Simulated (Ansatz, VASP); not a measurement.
# AlRh (Rh-Al-Al-Rh stack, (111) layers) in two plane-wave programs

Aim: how closely do two programs agree when they are given the same cell, functional and k mesh? The cell is taken from a series of runs on this material, whose earlier steps may have relaxed, scaled, displaced or heated it; both programs get it as it stands.

Main program and level: Ansatz 0.2.0; plane waves, with VASP 6.6.1 beside it; PBEsol.

### 1. Set-up

The cell holds 4 atoms: 2 Rh and 2 Al. Cell: a = 2.790 Å, b = 2.790 Å, c = 37.830 Å, α = 90.0°, β = 90.0°, γ = 120.0°. It derives from AlRh. Vacuum lies along c.

### 2. Ansatz: zone-centre phonons, PBEsol

Ansatz runs on its PAW soft_1 files.

Second derivatives magnify differences that forces hide, and they need a tight electronic threshold.

Contents of input.yaml:

```yaml
crystal:
  lattice:
    - [2.7899082313, 0.0, 0.0]
    - [-1.3949541157, 2.4161314025, 0.0]
    - [0.0, 0.0, 37.8296148056]
  atoms:
    - { symbol: Rh, position: [0.0, 0.0, 0.1593163486] }
    - { symbol: Al, position: [0.3333333333, 0.6666666667, 0.2076674054] }
    - { symbol: Al, position: [0.6666666667, 0.3333333333, 0.2685417787] }
    - { symbol: Rh, position: [0.0, 0.0, 0.3168928355] }
  periodic: [true, true, false]
kpoints:
  mp_grid: { grid: [6, 6, 1] }
hamiltonian:
  xc: pbesol
  pseudopotentials: { kind: paw, azcp: { folder: soft_1 }, xc_functional: pbe }
scf:
  occupations: { method: methfessel_paxton, width: 0.2 }
output:
  eigenvalues: true
phonons:
  method: dfpt
  qmesh: [2, 2, 1]
  temperatures: { t_max: 1000, t_step: 50 }
  qpath:
    path:
      - [0.0, 0.0, 0.0]
      - [0.5, 0.0, 0.0]
      - [0.33333333, 0.33333333, 0.0]
      - [0.0, 0.0, 0.0]
    npoints: 10
```

Run with:

```bash
> ansatz run input.yaml --threads 4 --pin off --max-ram 12288MiB --backend cpu --events-out ev --progress --plain --runs-dir out
```

Numbers of over 12 decimals in the logs are rounded to 6 here.

What it wrote:

```text
Warning: crystal.symmetry: narrowed to the stabiliser of the run's FFT grids — unitary ops 12 → 6. A phonons.method: dfpt run fills in the rows of the dynamical matrix that it does not solve by its symmetry operations, which is exact only for operations that map its FFT grids onto themselves: filled in by any other, the frequencies could depend on the order in which like atoms are typed, or, by more than the grids' own error, on where the crystal sits among the grids' points. Excluded: 6 operations. The run can therefore solve more perturbations, solve them on more k-points, or both, and cost more. [rest of the remark cut]
Engine: ansatz 0.2.0, aarch64-unknown-linux-gnu
Pseudopotentials: kind: paw
Pseudopotential: Rh, paw, valence charge 17, recommended cutoff 420 eV (normal), soft_1/Rh.paw.azcp
Pseudopotential: Al, paw, valence charge 3, recommended cutoff 420 eV (normal), soft_1/Al.paw.azcp
Functional definition: PBEsol
  exchange = pbesol_x
  correlation = pbesol_c
Crystal: 4 atoms, lattice volume = 255.001 Å³
Basis set: ecut = 420 eV, 5035 PW (Γ), exchange–correlation on 40×40×512 points (8 copies of the dense FFT grid, shifted against one another)
Bands: 24, of which v1, the nominal top of the filled ones, is band 20 counted from 1 (19 counted from 0)
Symmetry: 12 space group operations
k-points: 7 of 36 (irreducible under 6 space group operations, time reversal used)
Non-local potential: Rh, projectors of the file, l = 0: 3, l = 1: 2, l = 2: 2, l = 3: 1
Non-local potential: Al, projectors of the file, l = 0: 2, l = 1: 2, l = 2: 1
PAW form: soft (Blöchl's): semilocal exchange-correlation on the pseudo side does not see the compensation charge
PAW frozen core: Rh, regenerated for the run's functional, and the local potential with it (the file was generated under x = pbe(κ = 0.804, μ = 0.219515), c = pbe(β = 0.066725))
PAW frozen core: Al, regenerated for the run's functional, and the local potential with it (the file was generated under x = pbe(κ = 0.804, μ = 0.219515), c = pbe(β = 0.066725))
PAW one-centre angular grid: Rh, 590 points (default); XC on 64 Gauss nodes
PAW one-centre angular grid: Al, 110 points (default); XC on 64 Gauss nodes
Initial density: superposition of atomic densities (neutral atoms: chi_scale 0, normalization atom)
Initial wavefunctions: pseudopotential atomic-orbital guess
Functional: x = pbesol(κ = 0.804, μ = 0.123457), c = pbesol(β = 0.046)
SCF iter   1: F=—  HF=-13729.072617 eV  |F-HF|=—  |Δ(HF+E_count)|=         —  Δρ=5.00e-2  dr2=1.98e1  ethr=3.10e-3  ⟨swp⟩=12.0  Hψ=1345  notcnv=0
preconditioner: auto → LDOS  [metal: Δε(μ)=0.041 eV  Ē_g=5.339 eV  σ=0.200 eV  W_gap=0.17  n_scr=24 (ndim 8)  ℏωp=11.4 eV  f_vac=0.723  D(μ)=5.76/eV (n_scr^D=24)  β→1.0]
SCF iter   2: F=—  HF=-13729.690802 eV  |F-HF|=—  |Δ(HF+E_count)|=   6.18e-1  S|Δr|=    0.00e0  Δρ=5.62e-2  dr2=3.17e1  ethr=3.10e-3  ⟨swp⟩=5.0  Hψ=580  notcnv=0  defer=1
SCF iter   3: F=—  HF=-13726.684913 eV  |F-HF|=—  |Δ(HF+E_count)|=    3.01e0  S|Δr|=    0.00e0  Δρ=9.72e-3  dr2=5.22e-1  ethr=3.10e-3  ⟨swp⟩=4.3  Hψ=584  notcnv=0
SCF iter   4: F=—  HF=-13726.642967 eV  |F-HF|=—  |Δ(HF+E_count)|=   4.19e-2  S|Δr|=    0.00e0  Δρ=3.47e-3  dr2=3.24e-2  ethr=1.31e-3  ⟨swp⟩=2.9  Hψ=343  notcnv=0
SCF iter   5: F=—  HF=-13726.643146 eV  |F-HF|=—  |Δ(HF+E_count)|=   1.79e-4  S|Δr|=    0.00e0  Δρ=5.90e-4  dr2=3.78e-3  ethr=8.10e-5  ⟨swp⟩=4.0  Hψ=385  notcnv=0
SCF iter   6: F=—  HF=-13726.643211 eV  |F-HF|=—  |Δ(HF+E_count)|=   6.54e-5  S|Δr|=    0.00e0  Δρ=2.86e-4  dr2=3.92e-4  ethr=9.44e-6  ⟨swp⟩=3.4  Hψ=357  notcnv=0
SCF iter   7: F=—  HF=-13726.643320 eV  |F-HF|=—  |Δ(HF+E_count)|=   1.09e-4  S|Δr|=    0.00e0  Δρ=1.60e-4  dr2=6.20e-5  ethr=9.81e-7  ⟨swp⟩=2.6  Hψ=331  notcnv=0
SCF iter   8: F=—  HF=-13726.643318 eV  |F-HF|=—  |Δ(HF+E_count)|=   1.77e-6  S|Δr|=    0.00e0  Δρ=3.92e-5  dr2=5.96e-6  ethr=1.55e-7  ⟨swp⟩=3.4  Hψ=364  notcnv=0
SCF iter   9: F=—  HF=-13726.643329 eV  |F-HF|=—  |Δ(HF+E_count)|=   1.12e-5  S|Δr|=    0.00e0  Δρ=1.63e-5  dr2=1.67e-6  ethr=1.49e-8  ⟨swp⟩=3.1  Hψ=392  notcnv=0
SCF iter  10: F=—  HF=-13726.643484 eV  |F-HF|=—  |Δ(HF+E_count)|=   1.55e-4  S|Δr|=    0.00e0  Δρ=4.85e-6  dr2=1.19e-7  ethr=4.18e-9  ⟨swp⟩=3.6  Hψ=331  notcnv=0
SCF iter  11: F=—  HF=-13726.643484 eV  |F-HF|=—  |Δ(HF+E_count)|=   1.20e-7  S|Δr|=    0.00e0  Δρ=1.03e-6  dr2=3.79e-9  ethr=2.97e-10  ⟨swp⟩=2.6  Hψ=333  notcnv=0
SCF iter  12: F=—  HF=-13726.643484 eV  |F-HF|=—  |Δ(HF+E_count)|=   1.74e-8  S|Δr|=    0.00e0  Δρ=1.85e-7  dr2=2.63e-10  ethr=9.49e-12  ⟨swp⟩=2.9  Hψ=324  notcnv=0
SCF iter  13: F=-13726.643484 eV  HF=-13726.643484 eV  |F-HF|=4.51e-10  |Δ(HF+E_count)|=   1.47e-9  S|Δr|=    0.00e0  Δρ=5.32e-8  dr2=6.33e-12  ethr=1.00e-12  ⟨swp⟩=12.7  Hψ=1613  notcnv=0
SCF 1 converged in 13 iterations: F = -13726.643484 eV  dr2 = 6.33e-12
  greatest PAW one-centre occupation: 0.999 electrons in one spin orbital (limit 2), on the Rh atom at site 3 (counted from 0), in its partial waves of l = 0
phonons: the bands overlap, so this run is a metal and interpolates without the dipole-dipole term. If the crystal is really an insulator or semiconductor, its LO-TO splitting is missing
NSCF: frozen V_eff on 7 k-points
WARN: eigensolver did not converge (k=1): 1 band(s) unlocked after 2 eigensolves, warm-restarted (20 sweeps on the last) at ethr=1.32e-12 eV (storage-precision floor; scheduled 1.00e-12 eV) (lowest unlocked band 23, counted from 0; max residual 9.00e-6 eV among the unlocked bands, 9.00e-6 eV over every band; other slots of this pass that fall short are told together in one closing line; warning suppressed until the next SCF loop or pass starts)
WARN: eigensolver did not converge in 3 slots of this pass, the one above among them; of largest residual over every band (k=3): 1 band(s) unlocked (lowest unlocked band 23, counted from 0; max residual 1.97e-4 eV among the unlocked bands, 1.97e-4 eV over every band); of lowest unlocked band (k=1): band 23
NSCF: frozen V_eff on 13 k-points
DFPT response loops at q = (0, 0, 0) (fractional): preconditioner auto → none (partly filled bands, converged f_vac=0.732); β = 0.50; Broyden in place of MSR1
NSCF: frozen V_eff on 26 k-points
DFPT response loops at q = (0, -0.5, 0) (fractional): mixed as the last ones told, above
SCF converged after 13 iterations
Stability not checked: this state was not tested for a lower state beside it, because cold or Methfessel-Paxton smearing, or corrected tetrahedra, fill the levels in a way that the test cannot read (fill_not_monotonic; see scf.lower_state_search)
Free energy (F): -13726.643484 eV
Harris-Foulkes:  -13726.643484 eV  (|F-HF|=4.51e-10)
Internal energy: -13726.598014 eV  (E = F + TS)
E sigma→0 (E₀):  -13726.632117 eV
Entropy (-TS):   -0.045470 eV (-11.367 meV/atom)
Fermi energy:    -4.611583 eV
--- Per-component energies (eV) ---
  E_band       = -1118.174589
  E_kinetic    = 1126.195902
  E_local      = -139285.298836  (includes V_loc(G=0)·N_el)
  E_nonlocal   = 625.709700
  E_hartree    = 68784.883986
  E_xc         = -476.597694
  E_vxc        = -564.519432  (∫ρ·V_xc dr)
  E_paw        = -7996.614914  (= ΣΔE_a)
  E_vpaw       = -590.029838  (= ΣTr[D̂ρ^β])
  E_aug_tail   = 0.000251  (compensation charges beyond the density's cutoff)
  E_ewald      = 63494.532912
  E_core_change = 0.590679  (= ΣΔE_core)
  E_smearing   = -0.045470  (= −TS)
  E_closure    = 0.000000  (closes the sum)
  Σ components = -13726.643484   (vs F -13726.643484, Δ=0.00e0)
--- Band table (eV; the first three rows and the last of 7) ---
  k-point 0: bands = [... 16 lower, -6.7412, -5.3549, -5.1223, -5.1223, -5.1200, -5.1200, -4.4996, -0.8307]
  k-point 1: bands = [... 16 lower, -6.3301, -6.1405, -6.1401, -5.2876, -5.2840, -4.2431, -2.9200, -0.1540]
  k-point 2: bands = [... 16 lower, -5.6811, -5.6743, -5.6679, -4.6275, -4.6273, -3.5751, -2.6680, -0.3498]
  k-point 6: bands = [... 16 lower, -6.7645, -6.7645, -5.3984, -5.3984, -4.4664, -2.3787, -0.9385, -0.9385]
--- Phonons (Γ-DFPT): 8 representative perturbations + reference (Σ response iterations 44) ---
  ASR residual: 3.273e-5 → 0.000e0 eV/Å²; symmetrization residual: 1.096e-5 eV/Å²
  The last average, over the group as it would stand without the narrowing to the FFT grids, took up to 4.470e-6 eV/Å² of the zone centre's force constants
  ASR residual per site (eV/Å²): 2.99e-5 2.16e-5 1.74e-5 3.27e-5
  Γ frequencies (cm⁻¹): 0.00 0.00 0.00 46.65 46.65 119.92 178.95 178.95 199.34 199.34 335.47 337.32
--- Phonons (arbitrary-q DFPT): 2 irreducible q on the 2×2×1 mesh ---
  q = [0.0000, 0.0000, 0.0000] (star 1, of the zone-centre solve; hermiticity 2.28e-6, symmetrization 1.03e-11, taken by the last average 4.65e-7): -0.00 0.00 0.00 46.65 46.65 119.92 178.95 178.95 199.34 199.34 335.47 337.32
  q = [0.0000, -0.5000, 0.0000] (star 3, 12 solved perturbations on 13 of 36 k-point pairs; hermiticity 8.80e-6, symmetrization 1.47e-5, taken by the last average 3.15e-7): -50.80 28.61 122.72 134.19 154.95 159.65 242.48 252.37 323.83 344.15 384.63 393.88
  sum rule: each row above includes the acoustic sum rule's correction from the zone centre's row sums; it moved no ω² by more than (0.47 cm⁻¹)²
  mesh force constants: q→R imaginary residual 2.34e-17; ASR residual 3.273e-5 → 0.000e0 eV/Å²; symmetrization residual 7.105e-15 eV/Å²
  interpolated dispersion: 31 rows × 12 modes
  density of states and harmonic sums: on the 26×26×1 q-mesh, interpolated from the force constants of a 2×2×1 supercell (no non-analytic term)
  largest difference from the sums on the solved wave vectors: F 1.51e-1 eV, S 2.26e-4 and C_V 7.50e-5 eV/K
  zero-point energy: 0.148132 eV/cell   skipped modes (ω ≤ 0): 46, of them read as no rigid motion or as one in doubt: 43 (6.257e-1 modes/cell left out, lowest -50.80 cm⁻¹)   left out of the sums: 5.25e-2 of the cell's modes: C_V's classical limit lies that fraction below 3 k_B per atom; for a crystal, a wire or a layer, F and S can be off by more, and a phonons.interpolated_qmesh denser along its periods is the remedy for the sampling
```

[end of part 1 of 3]

[Lines on the potential files, build, host, timing and source positions are cut from VASP's logs without a mark.]

[Logs are printed without paths, hosts, clocks, repeated set-up lines and the standing remarks that a program may print on its own settings, such as how far it seeks lower states.]

[Hosts, paths, dates, database ids (printed as entryN), source tags and the programs' standing remarks are cut or masked in the printed files.]
